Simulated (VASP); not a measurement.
Here is the system:

```yaml
crystal:
  lattice:
    - [-2.64000, 2.64000, 2.64000]
    - [2.64000, -2.64000, 2.64000]
    - [2.64000, 2.64000, -2.64000]
  atoms:
    - { symbol: K, position: [0.00000, 0.00000, 0.00000] }
```

Level of theory: PBE GGA, VASP's PBE PAW potentials (set 64) (plane waves; VASP). Settings: 300 eV cut-off, 9×9×9 Γ-centred mesh, Gaussian smearing of 0.14 eV, potentials K_sv.

Give the energies of bands 5 to 7 at the high-symmetry points, in eV from the Fermi level.

| band | Γ | H | N | P |
|---|---|---|---|---|
| 5 | -2.17 | 1.66 | 0.43 | 1.46 |
| 6 | 4.28 | 1.66 | 0.67 | 1.46 |
| 7 | 4.28 | 3.46 | 3.15 | 1.46 |

It has no gap at this level: it comes out as a metal or semimetal.

The structure is a typed K crystal (Im-3m). The cell was not relaxed at this level.
